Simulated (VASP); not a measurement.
# Sn₄Ir₁₁: nudged elastic band

Sn₄Ir₁₁, defect, 15 atoms in the cell. PBE, nudged elastic band; PAW potentials Ir, Sn_d (PBE set).

Path: a Ir atom hops into a neighbouring Ir vacancy; Moving images: 3.

## Input

INCAR.step1:
```
SYSTEM = Sn4Ir11
PREC     = Normal         ! precision mode
ENCUT    = 250            ! plane-wave cutoff, eV
EDIFF    = 1E-6           ! SCF threshold, eV
ISMEAR   = 1              ! smearing method
SIGMA    = 0.1            ! smearing width, eV
LREAL    = .FALSE.        ! projectors in reciprocal space
LASPH    = .TRUE.         ! aspherical terms in the spheres
NELM     = 100            ! most SCF steps
ALGO     = Normal         ! electronic algorithm
LWAVE    = .FALSE.        ! write WAVECAR
LCHARG   = .FALSE.        ! write CHGCAR
IBRION   = 2              ! ionic algorithm
NSW      = 100            ! ionic steps
ISIF     = 2              ! what is computed and relaxed
EDIFFG   = -0.02          ! ionic threshold
POTIM    = 0.5            ! step
KPAR     = 6             
```

INCAR.step3, as INCAR.step1 but for:
```
- IBRION = 2
- ISIF = 2
- EDIFFG = -0.02
- POTIM = 0.5
- KPAR = 6
+ IBRION = 1
+ POTIM = 0.3
+ EDIFFG = -0.05
+ SPRING = -5
+ IMAGES = 3
+ KPAR = 2
```

KPOINTS:
```
k-points
0
Gamma
  4 4 3
```

00/POSCAR:
```
Sn4Ir11
1.0
    5.6860302483      0.0000000000      0.0000000000
   -2.8430151241      4.9242466417      0.0000000000
    0.0000000000      0.0000000000      9.0758760000
Ir Sn
11 4
Direct
    0.1803067648      0.3606135296      0.6250000000
    0.1748871101      0.8873450541      0.1250000000
    0.1608610653      0.8413999258      0.6250000000
    0.7124579440      0.8873450541      0.1250000000
    0.6805388604      0.8413999258      0.6250000000
    0.8245414941      0.6490829883      0.3752040435
    0.8245414941      0.6490829883      0.8747959565
    0.8359710542      0.1471804648      0.3797305484
    0.8359710542      0.1471804648      0.8702694516
    0.3112094105      0.1471804648      0.3797305484
    0.3112094105      0.1471804648      0.8702694516
    0.3251762681      0.6503525363      0.3528728980
    0.3251762681      0.6503525363      0.8971271020
    0.6720413956      0.3440827912      0.1250000000
    0.6623194006      0.3246388011      0.6250000000
```

01/POSCAR:
```
Sn4Ir11
1.0
    5.6860302483      0.0000000000      0.0000000000
   -2.8430151241      4.9242466417      0.0000000000
    0.0000000000      0.0000000000      9.0758760000
Ir Sn
11 4
Direct
    0.1758942740      0.3417038140      0.6250107542
    0.1781217602      0.9805114299      0.1249640072
    0.1655509021      0.8269085917      0.6250188121
    0.7051981613      0.8607776163      0.1249720122
    0.6801501490      0.8316642316      0.6250026479
    0.8268004262      0.6503167861      0.3769187184
    0.8268020747      0.6503179411      0.8730814156
    0.8327262917      0.1460677655      0.3788365588
    0.8327280122      0.1460684439      0.8711628046
    0.3124185916      0.1445274900      0.3818036191
    0.3124165499      0.1445259664      0.8681984310
    0.3244751926      0.6490555985      0.3521712982
    0.3244739075      0.6490548043      0.8978275706
    0.6769022979      0.3336876185      0.1249998167
    0.6625504040      0.3192298923      0.6250311877
```

02/POSCAR:
```
Sn4Ir11
1.0
    5.6860302483      0.0000000000      0.0000000000
   -2.8430151241      4.9242466417      0.0000000000
    0.0000000000      0.0000000000      9.0758760000
Ir Sn
11 4
Direct
    0.1705551307      0.3241152539      0.6250239715
    0.1791610318      1.0738330094      0.1249478103
    0.1703197924      0.8146345267      0.6250229407
    0.7005233162      0.8360477026      0.1249473795
    0.6815272970      0.8242722796      0.6250033982
    0.8293665115      0.6518109187      0.3779252867
    0.8293691067      0.6518124303      0.8720743632
    0.8294758230      0.1450407861      0.3780556447
    0.8294782029      0.1450418234      0.8719440503
    0.3130630938      0.1405880798      0.3829328252
    0.3130602015      0.1405864414      0.8670706858
    0.3244671868      0.6442101176      0.3523408919
    0.3244648216      0.6442091072      0.8976573589
    0.6797226887      0.3226167426      0.1249999061
    0.6626547903      0.3155987706      0.6250549945
```

03/POSCAR:
```
Sn4Ir11
1.0
    5.6860302483      0.0000000000      0.0000000000
   -2.8430151241      4.9242466417      0.0000000000
    0.0000000000      0.0000000000      9.0758760000
Ir Sn
11 4
Direct
    0.1655550218      0.3061031234      0.6250174245
    0.1781214985      1.1651138849      0.1249628444
    0.1758898244      0.8016502787      0.6250124230
    0.7051958639      0.8119972001      0.1249762671
    0.6801555761      0.8159118133      0.6250034932
    0.8327267905      0.6541021286      0.3788299024
    0.8327278488      0.6541027975      0.8711697463
    0.8268005785      0.1439283799      0.3769243901
    0.8268018816      0.1439288201      0.8730756402
    0.3124170882      0.1353500380      0.3818014302
    0.3124156607      0.1353499340      0.8682000832
    0.3244760254      0.6427448672      0.3521738250
    0.3244751310      0.6427443690      0.8978254455
    0.6768989720      0.3105955275      0.1249996863
    0.6625512335      0.3107948279      0.6250275141
```

04/POSCAR:
```
Sn4Ir11
1.0
    5.6860302483      0.0000000000      0.0000000000
   -2.8430151241      4.9242466417      0.0000000000
    0.0000000000      0.0000000000      9.0758760000
Ir Sn
11 4
Direct
    0.1608593942      0.2868923701      0.6250000000
    0.1748803425      1.2549874364      0.1250000000
    0.1803092118      0.7871325872      0.6250000000
    0.7124543626      0.7925614565      0.1250000000
    0.6805494289      0.8065824048      0.6250000000
    0.8359738198      0.6562347252      0.3797275735
    0.8359738198      0.6562347252      0.8702724265
    0.8245387304      0.1429030686      0.3752049042
    0.8245387304      0.1429030686      0.8747950958
    0.3112070738      0.1314679792      0.3797275735
    0.3112070738      0.1314679792      0.8702724265
    0.3251788877      0.6422629113      0.3528773520
    0.3251788877      0.6422629113      0.8971226480
    0.6720379224      0.2954038766      0.1250000000
    0.6623213090      0.3051204900      0.6250000000
```

POSCAR.step1:
```
Sn4Ir11
1.0
    5.6860302483      0.0000000000      0.0000000000
   -2.8430151241      4.9242466417      0.0000000000
    0.0000000000      0.0000000000      9.0758760000
Ir Sn
11 4
Direct
    0.1627910050      0.3255820100      0.6250000000
    0.1627910050      0.8372089950      0.1250000000
    0.1627910050      0.8372089950      0.6250000000
    0.6744179900      0.8372089950      0.1250000000
    0.6744179900      0.8372089950      0.6250000000
    0.8372089950      0.6744179900      0.3750000000
    0.8372089950      0.6744179900      0.8750000000
    0.8372089950      0.1627910050      0.3750000000
    0.8372089950      0.1627910050      0.8750000000
    0.3255820100      0.1627910050      0.3750000000
    0.3255820100      0.1627910050      0.8750000000
    0.3333333333      0.6666666667      0.3750000000
    0.3333333333      0.6666666667      0.8750000000
    0.6666666667      0.3333333333      0.1250000000
    0.6666666667      0.3333333333      0.6250000000
```

POSCAR.step2:
```
Sn4Ir11
1.0
    5.6860302483      0.0000000000      0.0000000000
   -2.8430151241      4.9242466417      0.0000000000
    0.0000000000      0.0000000000      9.0758760000
Ir Sn
11 4
Direct
    0.1627910050      0.3255820100      0.6250000000
    0.1627910050      1.3255820100      0.1250000000
    0.1627910050      0.8372089950      0.6250000000
    0.6744179900      0.8372089950      0.1250000000
    0.6744179900      0.8372089950      0.6250000000
    0.8372089950      0.6744179900      0.3750000000
    0.8372089950      0.6744179900      0.8750000000
    0.8372089950      0.1627910050      0.3750000000
    0.8372089950      0.1627910050      0.8750000000
    0.3255820100      0.1627910050      0.3750000000
    0.3255820100      0.1627910050      0.8750000000
    0.3333333333      0.6666666667      0.3750000000
    0.3333333333      0.6666666667      0.8750000000
    0.6666666667      0.3333333333      0.1250000000
    0.6666666667      0.3333333333      0.6250000000
```

Commands (each step's output is kept before the next begins):
```
cat potpaw_PBE.64/Ir/POTCAR potpaw_PBE.64/Sn_d/POTCAR > POTCAR
cp INCAR.step1 INCAR
cp POSCAR.step1 POSCAR
mpirun -np 6 vasp_std > vasp.out
cp POSCAR.step2 POSCAR
mpirun -np 6 vasp_std > vasp.out
# 00 and 04 hold the relaxed ends; the images between are interpolated (pair-distance (IDPP))
cp INCAR.step3 INCAR
mpirun -np 6 vasp_std > vasp.out
```

## Result

- Barrier (eV): 0.455
- Barrier of the reverse step (eV): 0.455
- Energy of the second end over the first (eV): 0.000
- Top of the path (share of its length): 0.51
- Length of the path (Å): 3.26
- Steps of the band: 17
- Ionic steps, all stages: 49
- Electronic steps, all stages: 858

Energy along the relaxed band:

| Image | Distance along the path (Å) | Energy above the first end (eV) | Slope along the path (eV/Å) | Largest force across the path (eV/Å) |
|---|---|---|---|---|
| 0 | 0.000 | 0.000 | relaxed end |  |
| 1 | 0.819 | 0.279 | 0.557 | 0.039 |
| 2 | 1.627 | 0.454 | 0.012 | 0.045 |
| 3 | 2.436 | 0.280 | -0.563 | 0.038 |
| 4 | 3.256 | 0.000 | relaxed end |  |

The cell is Ir3Sn (16 atoms) with one Ir atom missing.

The two ends have the same energy within 0.01 eV.

Limits: the cell holds 15 atoms, so the vacancy or interstitial meets its own images and the barrier isn't that of a lone defect.

VASP 6.6.1 took 1871 s on 6 cores (Intel Xeon Platinum 8259CL @ 2.50GHz (Skylake/Cascade Lake)), a shared host.
